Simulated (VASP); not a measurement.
These are PBE GGA, VASP's PBE PAW potentials (set 64) (plane waves; VASP) values and carry that method's errors.

Input for VASP

KPOINTS:
```
Automatic
0
Monkhorst Pack
13 14 13
0 0 0
```

### INCAR
```
SYSTEM = CoGa
PREC = Accurate; ENCUT = 400; LREAL = .FALSE.
LASPH = .TRUE.
EDIFF = 1E-6; NELM = 100; ALGO = Normal
LMAXMIX = 4
ISMEAR = 1; SIGMA = 0.1
GGA = PE
ISIF = 2
LWAVE = .FALSE.; LCHARG = .FALSE.
```

File POSCAR:
```
CoGa
1
    2.9003230000     0.0000000000     0.0000000000
    0.0000000000     2.8067550000     0.0000000000
    0.0000000000     0.0000000000     2.9057460000
Ga Co
1 1
Direct
  0.5000000000   0.5000000000   0.5000000000
  0.0155090000   0.0000000000   0.0000000000
```

POTCAR, in this order: Ga_d Co (PBE.64 set). Program: vasp_std.

Output of the run:

OUTCAR:
```
 ion  position               nearest neighbor table
   1  0.500  0.500  0.500-   2 2.46   2 2.46   2 2.46   2 2.46   2 2.51   2 2.51   2 2.51   2 2.51
  LATTYP: Found a simple orthorhombic cell.
 ALAT       =     2.8067550000
 B/A-ratio  =     1.0333367180
 C/A-ratio  =     1.0352688425
 Subroutine PRICEL returns:
 Original cell was already a primitive cell.
 Subroutine GETGRP returns: Found  4 space group operations
The static configuration has the point symmetry C_2v.
The dynamic configuration has the point symmetry C_2v.
 Subroutine INISYM returns: Found  4 space group operations
 Subroutine IBZKPT returns following result:
 Found    343 irreducible k-points:

 Following reciprocal coordinates:
            Coordinates               Weight
  0.000000  0.035714  0.000000      2.000000
  0.076923  0.035714  0.000000      4.000000
  0.153846  0.035714  0.000000      4.000000
  0.230769  0.035714  0.000000      4.000000
  0.307692  0.035714  0.000000      4.000000
  0.384615  0.035714  0.000000      4.000000
  0.461538  0.035714  0.000000      4.000000
  0.000000  0.107143  0.000000      2.000000
  0.076923  0.107143  0.000000      4.000000
  0.153846  0.107143  0.000000      4.000000
  0.230769  0.107143  0.000000      4.000000
  0.307692  0.107143  0.000000      4.000000
  0.384615  0.107143  0.000000      4.000000
  0.461538  0.107143  0.000000      4.000000
  0.000000  0.178571  0.000000      2.000000
  0.076923  0.178571  0.000000      4.000000
  0.153846  0.178571  0.000000      4.000000
  0.230769  0.178571  0.000000      4.000000
  0.307692  0.178571  0.000000      4.000000
  0.384615  0.178571  0.000000      4.000000
  0.461538  0.178571  0.000000      4.000000
  0.000000  0.250000  0.000000      2.000000
  0.076923  0.250000  0.000000      4.000000
  0.153846  0.250000  0.000000      4.000000
  0.230769  0.250000  0.000000      4.000000
  0.307692  0.250000  0.000000      4.000000
  0.384615  0.250000  0.000000      4.000000
  0.461538  0.250000  0.000000      4.000000
  0.000000  0.321429  0.000000      2.000000
  0.076923  0.321429  0.000000      4.000000
  0.153846  0.321429  0.000000      4.000000
  0.230769  0.321429  0.000000      4.000000
  0.307692  0.321429  0.000000      4.000000
  0.384615  0.321429  0.000000      4.000000
  0.461538  0.321429  0.000000      4.000000
  0.000000  0.392857  0.000000      2.000000
  0.076923  0.392857  0.000000      4.000000
  0.153846  0.392857  0.000000      4.000000
  0.230769  0.392857  0.000000      4.000000
  0.307692  0.392857  0.000000      4.000000
   k-points           NKPTS =    343   k-points in BZ     NKDIM =    343   number of bands    NBANDS=     15
   number of dos      NEDOS =    301   number of ions     NIONS =      2
   total plane-waves  NPLWV =   7200
   dimension x,y,z NGX =    20 NGY =   18 NGZ =   20
   dimension x,y,z NGXF=    40 NGYF=   36 NGZF=   40
   ions per type =               1   1
   PREC   = accura    normal or accurate (medium, high low for compatibility)
   ISTART =      0    job   : 0-new  1-cont  2-samecut
   ICHARG =      2    charge: 1-file 2-atom 10-const
   ISPIN  =      1    spin polarized calculation?
   LNONCOLLINEAR =      F non collinear calculations
   LSORBIT =      F    spin-orbit coupling
   INIWAV =      1    electr: 0-lowe 1-rand  2-diag
   ENCUT  =  400.0 eV  29.40 Ry    5.42 a.u.   4.73  4.58  4.74*2*pi/ulx,y,z
   NELM   =    100;   NELMIN=  2; NELMDL= -5     # of ELM steps
   EDIFF  = 0.1E-05   stopping-criterion for ELM
   LREAL  =      F    real-space projection
   NLSPLINE    = F    spline interpolate recip. space projectors
...
```

**OSZICAR**
```
       N       E                     dE             d eps       ncg     rms          rms(c)
DAV:   1     0.881506475108E+02    0.88151E+02   -0.92812E+03 10994   0.223E+03
DAV:   2    -0.710458078000E+01   -0.95255E+02   -0.93109E+02 10668   0.325E+02
DAV:   3    -0.113718031184E+02   -0.42672E+01   -0.42489E+01 11858   0.749E+01
DAV:   4    -0.114352831297E+02   -0.63480E-01   -0.63463E-01 14164   0.846E+00
DAV:   5    -0.114367091060E+02   -0.14260E-02   -0.14260E-02 12457   0.109E+00    0.958E+00
DAV:   6    -0.124278533348E+02   -0.99114E+00   -0.22011E+01 11564   0.627E+01    0.112E+01
DAV:   7    -0.104861202347E+02    0.19417E+01   -0.90686E+00 10675   0.463E+01    0.180E+00
DAV:   8    -0.104683907944E+02    0.17729E-01   -0.23977E-01 12623   0.539E+00    0.634E-01
DAV:   9    -0.104625448148E+02    0.58460E-02   -0.18816E-02 14093   0.218E+00    0.126E-01
DAV:  10    -0.104622902982E+02    0.25452E-03   -0.61226E-04 13275   0.354E-01    0.628E-02
DAV:  11    -0.104622803284E+02    0.99698E-05   -0.65564E-05 14834   0.141E-01    0.123E-02
DAV:  12    -0.104622794562E+02    0.87220E-06   -0.39717E-06 11316   0.349E-02
   1 F= -.10462279E+02 E0= -.10461962E+02  d E =-.953313E-03
```

File OUTCAR:
```
------------------------ aborting loop because EDIFF is reached ----------------------------------------
  FORCE on cell =-STRESS in cart. coord.  units (eV):
  Direction    XX          YY          ZZ          XY          YZ          ZX
  --------------------------------------------------------------------------------------
  Total        0.0737685      0.6484818      0.1170778      0.0000000      0.0000000      0.0000000
  in kB        4.9965796     43.9237961      7.9300654      0.0000000      0.0000000      0.0000000
  external PRESSURE =      18.9501470 kB  Pullay stress =       0.0000000 kB
  volume of cell :       23.65
      direct lattice vectors                 reciprocal lattice vectors
     2.900323000  0.000000000  0.000000000     0.344789184  0.000000000  0.000000000
     0.000000000  2.806755000  0.000000000     0.000000000  0.356283324  0.000000000
     0.000000000  0.000000000  2.905746000     0.000000000  0.000000000  0.344145703
 POSITION                                       TOTAL-FORCE (eV/Angst)
 -----------------------------------------------------------------------------------
      1.45016      1.40338      1.45287         0.292412      0.000000      0.000000
      0.04498      0.00000      0.00000        -0.292412      0.000000      0.000000
 -----------------------------------------------------------------------------------
    total drift:                                0.000343      0.000000     -0.000005
  FREE ENERGIE OF THE ION-ELECTRON SYSTEM (eV)
  ---------------------------------------------------
  free  energy   TOTEN  =       -10.4622794562 eV

  energy  without entropy=      -10.4613261431  energy(sigma->0) =      -10.46196169
```
(Selected blocks of OUTCAR.)

**OUTCAR**
```
 val. band max:        9.8875358177   @ k =   0.3077   0.4643   0.3077

 cond. band min:       9.9027538162   @ k =   0.2308   0.0357   0.4615


 Fermi energy:         9.8911119462

 k-point     1 :       0.0000    0.0357    0.0000
  band No.  band energies     occupation
      1      -5.3179      2.00000
      2      -5.2803      2.00000
      3      -4.9551      2.00000
      4      -4.9413      2.00000
      5      -4.9402      2.00000
      6      -2.2259      2.00000
      7       7.3169      2.00000
      8       7.3240      2.00000
      9       9.0909      2.00000
     10       9.1721      2.00000
     11       9.1754      2.00000
     12      14.7454      0.00000
     13      14.8234      0.00000
     14      15.7185      0.00000
     15      20.7382      0.00000

 k-point     2 :       0.0769    0.0357    0.0000
  band No.  band energies     occupation
      1      -5.3128      2.00000
      2      -5.2678      2.00000
      3      -4.9605      2.00000
      4      -4.9455      2.00000
      5      -4.9401      2.00000
      6      -2.1155      2.00000
      7       7.2914      2.00000
      8       7.3354      2.00000
      9       9.0083      2.00000
     10       9.1102      2.00000
     11       9.1764      2.00000
     12      14.0042      0.00000
     13      14.9462      0.00000
     14      15.9003      0.00000
     15      20.8960      0.00000

 k-point     3 :       0.1538    0.0357    0.0000
  band No.  band energies     occupation
      1      -5.3015      2.00000
      2      -5.2304      2.00000
      3      -4.9752      2.00000
      4      -4.9598      2.00000
      5      -4.9369      2.00000
      6      -1.7844      2.00000
      7       7.1577      2.00000
      8       7.3687      2.00000
      9       8.8055      2.00000
     10       8.9415      2.00000
     11       9.1797      2.00000
     12      12.4510      0.00000
     13      15.5129      0.00000
     14      16.4175      0.00000
     15      20.9823      0.00000
...
```

The compound is CoGa in the CsCl type structure. The cell was not relaxed at this level, atoms are displaced from their ideal sites. The run is one of a series of settings (KPOINTS 13×14×13 Monkhorst-Pack mesh against the base run), some of them coarse on purpose. The run is not spin-polarised, so no magnetic state was tried.
